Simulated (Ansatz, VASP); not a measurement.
**NbB2: VASP beside Ansatz**

```
Nb B
1.0
     3.07451    0.00000    0.00000
    -1.53726    2.66261    0.00000
     0.00000    0.00000    3.27793
Nb B
1 2
Direct
  0.00000 0.00000 0.00000
  0.33333 0.66667 0.50000
  0.66667 0.33333 0.50000
```

Alike in both runs: task electric field gradients; functional LDA; k mesh 18 × 18 × 12; occupations fermi-dirac, width 0.15 eV; no spin polarisation.

```csv
,VASP,Ansatz
version,VASP 6.6.1,Ansatz 0.2.0
potentials or method,"VASP PAW LDA potentials, release 64 (Nb_sv, B)","scalar-relativistic, plane waves, PAW"
plane-wave cutoff (eV),520,420
valence electrons in the cell,19,19
```

VASP gave:

```
gap on the k mesh at the Fermi level (eV)                      : none
pressure (GPa)                                                 : 0.1
largest component of the traceless stress (GPa)                : 0.12
Vzz of the field gradient on the site that differs most (V/Å²) : 44.9
```

**Question.** Estimate Ansatz's values.

**Answer.** gap on the k mesh at the Fermi level (eV): none; pressure (GPa): 0.0; largest component of the traceless stress (GPa): 0.01; Vzz of the field gradient on the site that differs most (V/Å²): 49.3.

A gap of «none» marks a metal or a gap that the smearing closes. Ansatz warned: «gradients_without_spin_orbit».
